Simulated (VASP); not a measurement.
Shape and ions are relaxed at each volume.

Given:

HfB₂ is taken in the hexagonal space group P6/mmm (No. 191), Pearson symbol hP3. Cell: a = 3.127 Å, b = 3.127 Å, c = 3.469 Å, α = 90.00°, β = 90.00°, γ = 120.00°. Hf on 1a is surrounded by 12 B at 2.503 Å. B on 2d has 3 B at 1.805 Å and 6 Hf at 2.503 Å. (Neighbours: up to the widest gap in distance over summed covalent radii, below 1.35, at either atom; cation-cation and far metal-metal contacts left out.)

These are PBE GGA with D3 dispersion (zero damping), VASP's PBE PAW potentials (set 64) (plane waves; VASP 6.6.1) values and carry that method's errors. Numerical set-up: 520 eV cut-off, 11×11×9 Γ-centred mesh, first-order Methfessel-Paxton smearing of 0.10 eV, potentials Hf_pv B.

Question: Give the energy at these volumes per atom, relative to the lowest: 9.21, 9.50, 9.79, 10.09, 10.38 Å³.

Answer: 31.8, 7.5, 0.0, 7.1, 26.8 meV/atom. A third-order Birch-Murnaghan fit gives B0 = 265 GPa and B0′ = 3.8.

The compound is HfB2 in the AlB2 type structure. It was relaxed first.
